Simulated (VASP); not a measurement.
A calculation with VASP 6.6.1 of ZrOs3 (native input, structure from a POSCAR):

The input INCAR:

```
  PREC = Accurate
  ENCUT = 550
  EDIFF = 1E-7
  ISMEAR = 0
  SIGMA = 0.05
  LREAL = F
  LASPH = T
  NELM = 100
  ALGO = Normal
  ISIF = 2
  LWAVE = F
  LCHARG = F
  GGA = RP
```

File KPOINTS:

```
Automatic mesh
0
Gamma
  7 7 7
```

The input POSCAR:

```
ZrOs3
1.0
    3.9965870000      0.0000000000      0.0000000000
    0.0000000000      3.9965870000      0.0000000000
    0.0000000000      0.0000000000      3.9965870000
Os Zr
3 1
Cartesian
    0.0000000000      1.9982935000      1.9982935000
    1.9982935000      0.0000000000      1.9982935000
    1.9982935000      1.9982935000      0.0000000000
    0.0000000000      0.0000000000      0.0000000000
```

Potentials or basis: VASP PAW PBE potentials, release 64 (Os_sv_GW, Zr_sv_GW).

The run is started by

```console
$ cat potpaw_PBE.64/Os_sv_GW/POTCAR potpaw_PBE.64/Zr_sv_GW/POTCAR > POTCAR
$ mpirun -np 1 vasp_std > vasp.out
```

The cell comes from a database or a generator and needn't be the stable form of this composition.

Q: Write the same calculation in another form: ASE script, structure by space group and Wyckoff sites.

A: As run:

run.py

```python
from ase.calculators.vasp import Vasp
from ase.dft.bandgap import bandgap
from ase.spacegroup import crystal

atoms = crystal(
    ['Os', 'Zr'],
    basis=[[0.0, 0.5, 0.5], [0.0, 0.0, 0.0]],
    spacegroup=221,
    setting=1,
    cellpar=[3.996587, 3.996587, 3.996587, 90.0, 90.0, 90.0],
    primitive_cell=True,
)
calc = Vasp(
    directory='calc',
    xc='rpbe',
    pp='PBE',
    setups='gw',
    prec='Accurate',
    encut=550,
    ediff=1e-07,
    ismear=0,
    sigma=0.05,
    lreal=False,
    lasph=True,
    nelm=100,
    algo='Normal',
    isif=2,
    lwave=False,
    lcharg=False,
    kpts=[7, 7, 7],
    gamma=True,
)
atoms.calc = calc

print('energy (eV):', atoms.get_potential_energy())
print('free energy (eV):', atoms.get_potential_energy(force_consistent=True))
print('forces (eV/A):')
print(atoms.get_forces())
print('stress (eV/A^3, Voigt):', atoms.get_stress())
print('Fermi level (eV):', calc.get_fermi_level())
gap, top, bottom = bandgap(calc)
print('band gap (eV):', gap, 'from (spin, k, band)', top, 'to', bottom)
```

Potentials or basis: VASP PAW PBE potentials, release 64 (Os_sv_GW, Zr_sv_GW).

Command:

```sh
$ python run.py
```

Both were run:

|  | native input, structure from a POSCAR | ASE script, structure by space group and Wyckoff sites |
| --- | --- | --- |
| Pressure | -0.1 GPa | -0.1 GPa |
| Band gap on the k mesh | none (metal or under the smearing width) | none (metal or under the smearing width) |

Keys that steer only the numerical path or the files written may differ.

Caveat: the PAW data sets were made with another functional, which shifts forces and pressure a little.
